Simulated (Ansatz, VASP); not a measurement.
# One calculation of Mg2C, two programs

POSCAR

```
Mg2C
1.0
    0.0000000000      2.7109426082      2.7109426082
    2.7109426082      0.0000000000      2.7109426082
    2.7109426082      2.7109426082      0.0000000000
C Mg
1 2
Direct
    0.0000000000      0.0000000000      0.0000000000
    0.2500000000      0.2500000000      0.2500000000
    0.7500000000      0.7500000000      0.7500000000
```

File INCAR.step1:

```
SYSTEM = Mg2C
PREC = Accurate
ENCUT = 520
ISMEAR = 0
SIGMA = 0.01
LREAL = .FALSE.
LASPH = .TRUE.
NELM = 100
NBANDS = 11
GGA = PE
ALGO = Normal
EDIFF = 1E-4
LWAVE = .TRUE.
LCHARG = .FALSE.
```

File INCAR.step2:

```
SYSTEM = Mg2C
PREC = Accurate
ENCUT = 520
EDIFF = 1E-6
ISMEAR = 0
SIGMA = 0.01
LREAL = .FALSE.
LASPH = .TRUE.
NELM = 100
ALGO = Normal
ISIF = 2
LWAVE = .FALSE.
LCHARG = .FALSE.
METAGGA = R2SCAN
LMIXTAU = .TRUE.
NBANDS = 11
ISTART = 1
```

The input KPOINTS:

```
regular mesh
0
G
  8 8 8
  0 0 0
```

Input for Ansatz:

```yaml
crystal:
  lattice:
    - [0.0, 2.7109426082, 2.7109426082]
    - [2.7109426082, 0.0, 2.7109426082]
    - [2.7109426082, 2.7109426082, 0.0]
  atoms:
    - { symbol: C, position: [0.0, 0.0, 0.0] }
    - { symbol: Mg, position: [0.25, 0.25, 0.25] }
    - { symbol: Mg, position: [0.75, 0.75, 0.75] }
kpoints:
  mp_grid: { grid: [8, 8, 8] }
  band_path:
    path:
      - [0.0, 0.0, 0.0]
      - [0.5, 0.0, 0.5]
      - [0.625, 0.25, 0.625]
      - [0.375, 0.375, 0.75]
      - [0.5, 0.5, 0.5]
      - [0.5, 0.25, 0.75]
      - [0.0375, 0.0375, 0.075]
    npoints: 1
hamiltonian:
  xc: r2scan
scf:
  occupations: { method: fixed }
  n_extra_bands: 4
output:
  forces: true
  stress: true
  eigenvalues: true
```

The cell was built by a generator and needn't be a form met in nature.

Alike in both runs: task single point; functional r2SCAN; k mesh 8 × 8 × 8; no spin polarisation.

|  | VASP | Ansatz |
| --- | --- | --- |
| version | VASP 6.6.1 | Ansatz 0.2.0 |
| potentials or method | VASP PAW PBE potentials, release 64 (C, Mg) | plane waves, PAW |
| plane-wave cutoff (eV) | 520 | 500 |
| occupations | gaussian, width 0.01 eV | fixed |
| valence electrons in the cell | 8 | 24 |

|  | VASP | Ansatz | Ansatz less VASP |
| --- | --- | --- | --- |
| gap on the k mesh at the Fermi level (eV) | 1.11 | 1.12 | +0.005 |
| pressure (GPa) | -0.4 | 0.0 | +0.42 |

The two sets of potentials don't hold the same shells in valence.

Caveats: the PAW data sets were made with another functional, which shifts forces and pressure a little (VASP). r2SCAN opens gaps a little over a GGA but as a rule still falls short of measured ones. A k mesh can miss the band edges.
